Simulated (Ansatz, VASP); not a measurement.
# SrZn13 (SrZn13 (Fm-3c)) in two plane-wave programs, part 2 of 2

Wanted: the spread between two codes on one cell, functional and k mesh. The structure shown is the start of the Ansatz relaxation below; VASP solves that cell, so the two are compared at the walk's first step.

VASP 6.6.1 and Ansatz 0.2.0.

So far: The structure; Ansatz: relaxation, r2SCAN.

### Step 3. VASP: single point, r2SCAN, start cell

Level of this step: r2SCAN; plane waves and PAW (Sr_sv, Zn) (VASP).

The same cell, functional, mesh and smearing now go to VASP, with its own data sets.

Lines of VASP's logs that name or quote its potential files are left out, and so is its time.

Contents of INCAR:

```
SYSTEM = SrZn13
PREC = Accurate
ENCUT = 440
EDIFF = 1E-06
NELM = 120
ISMEAR = -1
SIGMA = 0.05
LREAL = .FALSE.
ALGO = Normal
METAGGA = R2SCAN
LASPH = .TRUE.
NBANDS = 192
LORBIT = 11
LWAVE = .FALSE.
LCHARG = .FALSE.
ISIF = 2
GGA_COMPAT = .FALSE.
LMIXTAU = .TRUE.
KPAR = 4
```

Contents of POSCAR:

```
SrZn13
1.0
    0.0000000000      6.0546500000      6.0546500000
    6.0546500000      0.0000000000      6.0546500000
    6.0546500000      6.0546500000      0.0000000000
Sr Zn
2 26
Direct
    0.7500000000      0.7500000000      0.7500000000
    0.2500000000      0.2500000000      0.2500000000
    0.4409735493      0.7991085364      0.5590264507
    0.0590264507      0.9409735493      0.7008912984
    0.5590264507      0.4409735493      0.7991085364
    0.7991085364      0.5590264507      0.4409735493
    0.2008913810      0.7991086190      0.4409734667
    0.7008912984      0.0590264507      0.9409735493
    0.4409735493      0.5590264507      0.2008912984
    0.7008913810      0.9409734667      0.2991086190
    0.4409734667      0.2008913810      0.7991086190
    0.9409735493      0.7008912984      0.0590264507
    0.0590265333      0.2991086190      0.9409734667
    0.9409734667      0.2991086190      0.7008913810
    0.7008912984      0.2991087016      0.0590264507
    0.2008912984      0.4409735493      0.5590264507
    0.7991086190      0.4409734667      0.2008913810
    0.2991086190      0.7008913810      0.9409734667
    0.0590264507      0.7008912984      0.2991087016
    0.5590263682      0.7991086190      0.2008913810
    0.2991086190      0.9409734667      0.0590265333
    0.2008913810      0.5590263682      0.7991086190
    0.2991087016      0.0590264507      0.7008912984
    0.7991086190      0.2008913810      0.5590263682
    0.9409734667      0.0590265333      0.2991086190
    0.5590264507      0.2008912984      0.4409735493
    0.0000000000      0.0000000000      0.0000000000
    0.5000000000      0.5000000000      0.5000000000
```

Contents of KPOINTS:

```
Automatic mesh
0
Gamma
6 6 6
0 0 0
```

The projector-augmented-wave data sets are Sr_sv and Zn (PBE family, release 64).

Command:

```sh
mpirun -np 4 vasp_std
```

Numbers of over 12 decimals in the logs are rounded to 6 here.

Output:

```text
[banner, memory and clock lines left out]
running    4 mpi-ranks, on    1 nodes
 distrk:  each k-point on    1 cores,    4 groups
 distr:  one band on    1 cores,    1 groups

 POSCAR found type information on POSCAR SrZn
 POSCAR found :  2 types and      28 ions
|                                                                             |
|               ----> ADVICE to this user running VASP <----                  |
|                                                                             |
|     You have a (more or less) 'large supercell' and for larger cells it     |
|     might be more efficient to use real-space projection operators.         |
|     Therefore, try LREAL= Auto in the INCAR file.                           |
|     Mind: For very accurate calculation, you might also keep the            |
|     reciprocal projection scheme (i.e. LREAL=.FALSE.).                      |
|                                                                             |

|                                                                             |
|               ----> ADVICE to this user running VASP <----                  |
|                                                                             |
|     You enforced a specific xc type in the INCAR file but a different       |
|     [... a line on the potential file left out ...]
|     I HOPE YOU KNOW WHAT YOU ARE DOING!                                     |
|                                                                             |

 LDA part: xc-table for (None), standard interpolation
 POSCAR, INCAR and KPOINTS ok, starting setup
 FFT: planning ... GRIDC
 FFT: planning ... GRID_SOFT
 FFT: planning ... GRID
 WAVECAR not read
 entering main loop
       N       E                     dE             d eps       ncg     rms          rms(c)
DAV:   1     0.295165337706E+04    0.29517E+04   -0.13755E+05  6144   0.246E+03
DAV:   2     0.170197177541E+03   -0.27815E+04   -0.27033E+04  6144   0.612E+02
DAV:   3    -0.282740092244E+03   -0.45294E+03   -0.43871E+03  6200   0.214E+02
DAV:   4    -0.313277487225E+03   -0.30537E+02   -0.30097E+02  6976   0.571E+01
DAV:   5    -0.314724637192E+03   -0.14471E+01   -0.14122E+01  9872   0.660E+00    0.284E+01
DAV:   6    -0.281140149430E+03    0.33584E+02   -0.46050E+01  7824   0.435E+01    0.190E+01
DAV:   7    -0.265620201118E+03    0.15520E+02   -0.63700E+00  6744   0.139E+01    0.781E+00
DAV:   8    -0.266666505103E+03   -0.10463E+01   -0.20010E+00  6416   0.121E+01    0.563E+00
DAV:   9    -0.266503136136E+03    0.16337E+00   -0.11957E+00  6464   0.610E+00    0.132E+00
DAV:  10    -0.267137813896E+03   -0.63468E+00   -0.12580E-01  8168   0.197E+00    0.915E-01
DAV:  11    -0.267499251641E+03   -0.36144E+00   -0.25268E-01  6336   0.226E+00    0.406E-01
DAV:  12    -0.267508203894E+03   -0.89523E-02   -0.21414E-02  6832   0.587E-01    0.282E-01
DAV:  13    -0.267512641064E+03   -0.44372E-02   -0.37523E-03  6560   0.258E-01    0.234E-01
DAV:  14    -0.267507528489E+03    0.51126E-02   -0.36868E-03  6504   0.299E-01    0.707E-02
DAV:  15    -0.267511973433E+03   -0.44449E-02   -0.38390E-03  6336   0.144E-01    0.835E-02
DAV:  16    -0.267512032656E+03   -0.59223E-04   -0.21347E-04  7000   0.665E-02    0.678E-02
DAV:  17    -0.267511873857E+03    0.15880E-03   -0.11619E-04  6368   0.421E-02    0.700E-02
DAV:  18    -0.267511987459E+03   -0.11360E-03   -0.14818E-04  6696   0.446E-02    0.209E-02
DAV:  19    -0.267512028577E+03   -0.41118E-04   -0.32322E-05  6392   0.271E-02    0.150E-02
DAV:  20    -0.267512015907E+03    0.12670E-04   -0.27173E-06  4736   0.741E-03    0.152E-02
DAV:  21    -0.267512019449E+03   -0.35426E-05   -0.31714E-07  3632   0.594E-03    0.911E-03
DAV:  22    -0.267512028617E+03   -0.91680E-05   -0.10154E-06  3808   0.415E-03    0.515E-03
DAV:  23    -0.267512027767E+03    0.85025E-06   -0.17102E-07  3368   0.174E-03
   1 F= -.26751203E+03 E0= -.26749132E+03  d E =-.414152E-01
```

Parts of OUTCAR (step 3):

```text
ion  position               nearest neighbor table
   1  0.750  0.750  0.750-   4 3.52   8 3.52   9 3.52  12 3.52  15 3.52  16 3.52  19 3.52  23 3.52
                            26 3.52  20 3.52  24 3.52  22 3.52  17 3.52  21 3.52  18 3.52  25 3.52
   2  0.250  0.250  0.250-   9 3.52  19 3.52  26 3.52  12 3.52  15 3.52  16 3.52   8 3.52  23 3.52
                             4 3.52  20 3.52  24 3.52  22 3.52  14 3.52   7 3.52  25 3.52  18 3.52
   3  0.441  0.799  0.559-  10 2.54  23 2.54  28 2.61  18 2.68   4 2.68   5 2.71   6 2.71  20 2.71
                             7 2.71  22 2.91   1 3.52   2 3.52
   4  0.059  0.941  0.701-  24 2.54   7 2.54  27 2.61   3 2.68  22 2.68  14 2.71  23 2.71   8 2.71
                            12 2.71  18 2.91   1 3.52   2 3.52
   5  0.559  0.441  0.799-  18 2.54  15 2.54  28 2.61  14 2.68   8 2.68   6 2.71   3 2.71  22 2.71
                            11 2.71  24 2.91   1 3.52   2 3.52
   6  0.799  0.559  0.441-  14 2.54  19 2.54  28 2.61  10 2.68  12 2.68   5 2.71   3 2.71  24 2.71
                            17 2.71  20 2.91   1 3.52   2 3.52
   7  0.201  0.799  0.441-   4 2.54  25 2.54  28 2.61  21 2.68  19 2.68  20 2.71   3 2.71  16 2.71
                            22 2.71   9 2.91   1 3.52   2 3.52
   8  0.701  0.059  0.941-  20 2.54  11 2.54  27 2.61   5 2.68  24 2.68  10 2.71   4 2.71  12 2.71
                            15 2.71  14 2.91   1 3.52   2 3.52
   9  0.441  0.559  0.201-  15 2.54  18 2.54  28 2.61  21 2.68  19 2.68  20 2.71  17 2.71  26 2.71
                            16 2.71   7 2.91   2 3.52   1 3.52
  10  0.701  0.941  0.299-  26 2.54   3 2.54  27 2.61   6 2.68  20 2.68  19 2.71   8 2.71  25 2.71
                            15 2.71  12 2.91   1 3.52   2 3.52
  11  0.441  0.201  0.799-   8 2.54  21 2.54  28 2.61  13 2.68  23 2.68  22 2.71   5 2.71  26 2.71
                            24 2.71  16 2.91   1 3.52   2 3.52
  12  0.941  0.701  0.059-  22 2.54  17 2.54  27 2.61   6 2.68  20 2.68  18 2.71   4 2.71   8 2.71
                            19 2.71  10 2.91   1 3.52   2 3.52
  13  0.059  0.299  0.941-  22 2.54  17 2.54  27 2.61  11 2.68  16 2.68  14 2.71  25 2.71  21 2.71
                            15 2.71  23 2.91   1 3.52   2 3.52
  14  0.941  0.299  0.701-  16 2.54   6 2.54  27 2.61   5 2.68  24 2.68  15 2.71   4 2.71  13 2.71
                            23 2.71   8 2.91   2 3.52   1 3.52
  15  0.701  0.299  0.059-   9 2.54   5 2.54  27 2.61  17 2.68  26 2.68  14 2.71   8 2.71  10 2.71
                            13 2.71  25 2.91   1 3.52   2 3.52
  16  0.201  0.441  0.559-  19 2.54  14 2.54  28 2.61  13 2.68  23 2.68  22 2.71   7 2.71  26 2.71
                             9 2.71  11 2.91   1 3.52   2 3.52
  17  0.799  0.441  0.201-  12 2.54  13 2.54  28 2.61  25 2.68  15 2.68  24 2.71   6 2.71   9 2.71
                            20 2.71  26 2.91   1 3.52   2 3.52
  18  0.299  0.701  0.941-   9 2.54   5 2.54  27 2.61   3 2.68  22 2.68  23 2.71  12 2.71  21 2.71
                            19 2.71   4 2.91   1 3.52   2 3.52
  19  0.059  0.701  0.299-  16 2.54   6 2.54  27 2.61   7 2.68   9 2.68  10 2.71  12 2.71  25 2.71
                            18 2.71  21 2.91   2 3.52   1 3.52
  20  0.559  0.799  0.201-  21 2.54   8 2.54  28 2.61  10 2.68  12 2.68   7 2.71   3 2.71   9 2.71
                            17 2.71   6 2.91   1 3.52   2 3.52
  21  0.299  0.941  0.059-  20 2.54  11 2.54  27 2.61   7 2.68   9 2.68  13 2.71  25 2.71  18 2.71
                            23 2.71  19 2.91   1 3.52   2 3.52
  22  0.201  0.559  0.799-  13 2.54  12 2.54  28 2.61  18 2.68   4 2.68  11 2.71   5 2.71  16 2.71
                             7 2.71   3 2.91   1 3.52   2 3.52
  23  0.299  0.059  0.701-  26 2.54   3 2.54  27 2.61  11 2.68  16 2.68  18 2.71   4 2.71  14 2.71
                            21 2.71  13 2.91   1 3.52   2 3.52
  24  0.799  0.201  0.559-  25 2.54   4 2.54  28 2.61  14 2.68   8 2.68  17 2.71   6 2.71  26 2.71
                            11 2.71   5 2.91   1 3.52   2 3.52
  25  0.941  0.059  0.299-  24 2.54   7 2.54  27 2.61  17 2.68  26 2.68  13 2.71  10 2.71  21 2.71
                            19 2.71  15 2.91   1 3.52   2 3.52
  26  0.559  0.201  0.441-  23 2.54  10 2.54  28 2.61  25 2.68  15 2.68  24 2.71  11 2.71   9 2.71
                            16 2.71  17 2.91   2 3.52   1 3.52
  27  0.000  0.000  0.000-  10 2.61  13 2.61  14 2.61  18 2.61  21 2.61  25 2.61  15 2.61  12 2.61
                            19 2.61   8 2.61  23 2.61   4 2.61
  28  0.500  0.500  0.500-   3 2.61   5 2.61   6 2.61  20 2.61  22 2.61  24 2.61   7 2.61  11 2.61
                            17 2.61   9 2.61  16 2.61  26 2.61

  LATTYP: Found a face centered cubic cell.
 ALAT       =    12.1093000000

 Subroutine GETGRP returns: Found 48 space group operations
 (whereof 24 operations were pure point group operations)

The static configuration has the point symmetry T_h .
 The point group associated with its full space group is O_h .

 Found     16 irreducible k-points:

   k-points           NKPTS =     16   k-points in BZ     NKDIM =     16   number of bands    NBANDS=    192

   dimension x,y,z NGX =    60 NGY =   60 NGZ =   60
   dimension x,y,z NGXF=   120 NGYF=  120 NGZF=  120

   ENCUT  =  440.0 eV  32.34 Ry    5.69 a.u.  14.64 14.64 14.64*2*pi/ulx,y,z

   NELECT =     332.0000    total number of electrons

 k-points in reciprocal lattice and weights: Automatic mesh
   0.00000000  0.00000000  0.00000000       0.005
   0.16666667  0.00000000  0.00000000       0.037
   0.33333333  0.00000000  0.00000000       0.037
   0.50000000  0.00000000  0.00000000       0.019
   0.16666667  0.16666667  0.00000000       0.028
   0.33333333  0.16666667  0.00000000       0.111
   0.50000000  0.16666667  0.00000000       0.111
  -0.33333333  0.16666667  0.00000000       0.111
  -0.16666667  0.16666667  0.00000000       0.056
[...]
-0.33333333  0.33333333  0.16666667       0.111
  -0.33333333  0.50000000  0.16666667       0.056

 average (electrostatic) potential at core
       1 -42.8870       2 -42.8870       3 -42.2637       4 -42.2636       5 -42.2637
       6 -42.2637       7 -42.2637       8 -42.2636       9 -42.2637      10 -42.2636
      11 -42.2637      12 -42.2636      13 -42.2637      14 -42.2636      15 -42.2636
      16 -42.2637      17 -42.2637      18 -42.2636      19 -42.2636      20 -42.2637
      21 -42.2637      22 -42.2637      23 -42.2636      24 -42.2637      25 -42.2637
      26 -42.2637      27 -42.5590      28 -42.5590

 E-fermi :   3.3210

 k-point     1 :       0.0000    0.0000    0.0000
  band No.  band energies     occupation
    ...
    160       1.5629      2.00000
    161       1.5629      2.00000
    162       2.6339      2.00000
    163       2.6339      2.00000
    164       2.6339      2.00000
    165       3.9328      0.00001
    166       3.9328      0.00001
    167       3.9328      0.00001
    168       4.7106      0.00000
    169       4.7106      0.00000
    ...

 k-point     2 :       0.1667    0.0000    0.0000
  band No.  band energies     occupation
    ...
    161       2.1021      2.00000
    162       2.5710      2.00000
    163       2.6454      2.00000
    164       2.6454      2.00000
    165       3.2611      1.53646
    166       3.8294      0.00008
    167       3.8294      0.00008
    168       4.0542      0.00000
    169       4.1176      0.00000
    170       4.1176      0.00000
    ...

 k-point     3 :       0.3333    0.0000    0.0000
  band No.  band energies     occupation
    ...
    162       2.3318      2.00000
    163       2.3318      2.00000
    164       2.3381      2.00000
    165       2.3811      2.00000
    166       3.1509      1.93549
    167       3.5812      0.01092
    168       3.5812      0.01092
    169       3.6766      0.00163
    170       3.6766      0.00163
    171       4.6877      0.00000
    ...

  Total       -0.2648409     -0.2648409     -0.2648409      0.0000000      0.0000000     -0.0000000
  in kB       -0.9558694     -0.9558694     -0.9558694      0.0000000      0.0000000     -0.0000000
  external PRESSURE =      -0.9558694 kB  Pullay stress =       0.0000000 kB

  energy-cutoff  :      440.00
  volume of cell :      443.91
      direct lattice vectors                 reciprocal lattice vectors
     0.000000000  6.054650000  6.054650000    -0.082581157  0.082581157  0.082581157
     6.054650000  0.000000000  6.054650000     0.082581157 -0.082581157  0.082581157
     6.054650000  6.054650000  0.000000000     0.082581157  0.082581157 -0.082581157

 POSITION                                       TOTAL-FORCE (eV/Angst)
 -----------------------------------------------------------------------------------
      9.08197      9.08197      9.08197        -0.000000     -0.000000      0.000000
      3.02732      3.02732      3.02732        -0.000000     -0.000000      0.000000
      8.22303      6.05465      7.50826        -0.000737     -0.000000     -0.029392
      9.94092      4.60104      6.05465         0.000737      0.029392      0.000000
      7.50826      8.22303      6.05465        -0.029392     -0.000737      0.000000
      6.05465      7.50826      8.22303        -0.000000     -0.029392     -0.000737
      7.50826      3.88627      6.05465        -0.029392      0.000737      0.000000
      6.05465      9.94092      4.60104        -0.000000      0.000737      0.029392
      4.60104      3.88627      6.05465         0.029392      0.000737      0.000000
      7.50826      6.05465      9.94092        -0.029392     -0.000000      0.000737
      6.05465      7.50826      3.88627        -0.000000     -0.029392      0.000737
      4.60104      6.05465      9.94092         0.029392     -0.000000      0.000737
      7.50826      6.05465      2.16838        -0.029392     -0.000000     -0.000737
      6.05465      9.94092      7.50826        -0.000000      0.000737     -0.029392
      2.16838      4.60104      6.05465        -0.000737      0.029392      0.000000
      6.05465      4.60104      3.88627        -0.000000      0.029392      0.000737
      3.88627      6.05465      7.50826         0.000737     -0.000000     -0.029392
      9.94092      7.50826      6.05465         0.000737     -0.029392      0.000000
      6.05465      2.16838      4.60104        -0.000000     -0.000737      0.029392
      6.05465      4.60104      8.22303        -0.000000      0.029392     -0.000737
      6.05465      2.16838      7.50826        -0.000000     -0.000737     -0.029392
      8.22303      6.05465      4.60104        -0.000737     -0.000000      0.029392
      4.60104      6.05465      2.16838         0.029392     -0.000000     -0.000737
      4.60104      8.22303      6.05465         0.029392     -0.000737      0.000000
      2.16838      7.50826      6.05465        -0.000737     -0.029392      0.000000
      3.88627      6.05465      4.60104         0.000737     -0.000000      0.029392
      0.00000      0.00000      0.00000        -0.000000     -0.000000      0.000000
      6.05465      6.05465      6.05465        -0.000000     -0.000000      0.000000
 -----------------------------------------------------------------------------------
    total drift:                                0.000536      0.000536      0.000536

  FREE ENERGIE OF THE ION-ELECTRON SYSTEM (eV)
  ---------------------------------------------------
  free  energy   TOTEN  =      -267.5120277670 eV

  energy  without entropy=     -267.4706125622  energy(sigma->0) =     -267.49132016

 total charge
# of ion       s       p       d       tot
------------------------------------------
    1        2.003   5.861   0.210   8.073
    2        2.003   5.861   0.210   8.073
    3        0.583   0.534   9.722  10.838
    4        0.583   0.534   9.722  10.838
    5        0.583   0.534   9.722  10.838
    6        0.583   0.534   9.722  10.838
    7        0.583   0.534   9.722  10.838
    8        0.583   0.534   9.722  10.838
    9        0.583   0.534   9.722  10.838
   10        0.583   0.534   9.722  10.838
   11        0.583   0.534   9.722  10.838
   12        0.583   0.534   9.722  10.838
   13        0.583   0.534   9.722  10.838
   14        0.583   0.534   9.722  10.838
   15        0.583   0.534   9.722  10.838
   16        0.583   0.534   9.722  10.838
   17        0.583   0.534   9.722  10.838
   18        0.583   0.534   9.722  10.838
   19        0.583   0.534   9.722  10.838
   20        0.583   0.534   9.722  10.838
   21        0.583   0.534   9.722  10.838
   22        0.583   0.534   9.722  10.838
   23        0.583   0.534   9.722  10.838
   24        0.583   0.534   9.722  10.838
   25        0.583   0.534   9.722  10.838
   26        0.583   0.534   9.722  10.838
   27        0.611   0.605   9.738  10.954
   28        0.611   0.605   9.738  10.954
--------------------------------------------------
tot         19.208  25.753 253.216 298.178

[... 3 further parts left out ...]
```

The run ends at a pressure of -0.10 GPa, with forces up to 0.029 eV/Å.

### Step 4. Side by side

Known differences besides the potentials themselves: VASP keeps PBE cores, Ansatz makes them for the functional; the cutoff is 500 eV in Ansatz and 440 eV in VASP. Total energies have different zeros and are not compared.

At this near-relaxed geometry the largest component of a force difference is 6 meV/Å.

### Step 5. Results

- r.m.s. force difference (single point, r2SCAN, start cell): 3.3 meV/Å

The r.m.s. force difference is 3.3 meV/Å (single point, r2SCAN, start cell), within the 12 meV/Å picked in this series as the mark of a large difference. How closely two codes agree says nothing of how well the functional describes the real material.

[Lines on the potential files, build, host, timing and source positions are cut from VASP's logs without a mark.]

[Logs are printed without paths, hosts, clocks, repeated set-up lines and the standing remarks that a program may print on its own settings, such as how far it seeks lower states.]

[Hosts, paths, dates, database ids (printed as entryN), source tags and the programs' standing remarks are cut or masked in the printed files.]
